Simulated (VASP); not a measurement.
Energy against volume of CuZn (CsCl type). Level of theory: vdW-DF-cx, VASP's PBE PAW potentials (set 64) (plane waves; VASP). Numerical set-up: 520 eV cut-off, 12×12×12 Γ-centred mesh, first-order Methfessel-Paxton smearing of 0.10 eV, potentials Zn Cu.

```json
[
 {"V (Å³/atom)": "12.108", "E (eV/atom)": "0.29463"},
 {"V (Å³/atom)": "12.482", "E (eV/atom)": "0.28884"},
 {"V (Å³/atom)": "12.857", "E (eV/atom)": "0.29221"},
 {"V (Å³/atom)": "13.231", "E (eV/atom)": "0.30327"}
]
```

Task: Fit these four points and predict the energy of the run at 11.733 Å³/atom.

Result: A cubic in V^(−2/3), the third-order Birch-Murnaghan form, passes through the four points with V0 = 12.52 Å³/atom and B0 = 128 GPa, and gives 0.3113 eV/atom there. The run gave 0.3114 eV/atom, +0.1 meV/atom from the fit; all five points give B0 = 128 GPa.

The compound is CuZn in the CsCl type structure. It was relaxed first.
